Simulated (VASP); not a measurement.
A convergence study with VASP on HfO2 (fluorite): one setting is varied, all else stays as given below, so the limit is that of these other settings. Each run relaxes cell and ions from the cell shown.

```yaml
crystal:
  lattice:
    - [0.00000, 2.54000, 2.54000]
    - [2.54000, 0.00000, 2.54000]
    - [2.54000, 2.54000, 0.00000]
  atoms:
    - { symbol: Hf, position: [0.00000, 0.00000, 0.00000] }
    - { symbol: O, position: [0.25000, 0.25000, 0.25000] }
    - { symbol: O, position: [0.75000, 0.75000, 0.75000] }
```

Computed with PBEsol GGA, VASP's PBE PAW potentials (set 64) (plane waves; VASP). The tightest run used: 700 eV cut-off, 11×11×11 Γ-centred mesh, Gaussian smearing of 0.050 eV, potentials Hf_pv O.

Unless said otherwise, spin-orbit coupling is left out, though it shifts the bands of the heavy elements here. Gaps are read on the run's mesh, which can miss a band edge.

### Question
The settings run are 2×2×2 mesh; 3×3×3 mesh; 4×4×4 mesh; 5×5×5 mesh; 7×7×7 mesh; 8×8×8 mesh; 9×9×9 mesh; 10×10×10 mesh; 11×11×11 mesh. From which on does the relaxed volume stay within 0.02 Å³/atom of the tightest run?

### Answer
From 3×3×3 mesh on: it is off by 0.003 there and by no more than 0.02 in any finer run, while 2×2×2 mesh is off by 0.178.
```
setting        relaxed volume (Å³/atom)  E (eV/atom)  gap on the mesh (eV)  irreducible k-points  difference judged (Å³/atom)
-------------  ------------------------  -----------  --------------------  --------------------  ---------------------------
2×2×2 mesh                       10.713     -10.3647                 3.506                     3                        0.178
3×3×3 mesh                       10.533     -10.5470                 4.479                     4                        0.003
4×4×4 mesh                       10.533     -10.5500                 3.753                     8                        0.002
5×5×5 mesh                       10.534     -10.5504                 4.060                    10                        0.002
7×7×7 mesh                       10.534     -10.5504                 3.947                    20                        0.002
8×8×8 mesh                       10.534     -10.5503                 3.753                    29                        0.002
9×9×9 mesh                       10.534     -10.5504                 3.873                    35                        0.002
10×10×10 mesh                    10.534     -10.5504                 3.753                    47                        0.002
11×11×11 mesh                    10.536     -10.5504                 3.832                    56                        0.000
```

Left out are rungs that failed or repeat a setting and relaxations that didn't move; long series are thinned to 24 rows.

The compound is HfO2 in the fluorite structure, the high-temperature cubic form, which is unstable at 0 K; the monoclinic form is the stable one.
